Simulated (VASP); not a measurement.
Consider the following.

```
C
1.0
    0.00000     1.78350     1.78350
    1.78350     0.00000     1.78350
    1.78350     1.78350     0.00000
C
2
Cartesian
  0.00000   0.00000   0.00000
  0.89175   0.89175   0.89175
```
Cell charge -0.02.

All values below come from PBE GGA, VASP's PBE PAW potentials (set 64) (plane waves; VASP). Settings: NELECT = 8.02, 520 eV cut-off, 11×11×11 Γ-centred mesh, Gaussian smearing of 0.050 eV, potentials C.

The cell is charged, with a uniform compensating background.

### Question
Give the stress tensor in GPa (positive for a compressed cell).

### Answer

```
7.09  0.00  0.00
0.00  7.09  0.00
0.00  0.00  7.09
```
The pressure is its mean diagonal, 7.09 GPa.

The compound is C in the diamond structure. The cell was not relaxed at this level. The run is one of a series of settings (NELECT = 8.02 against the base run), some of them coarse on purpose.
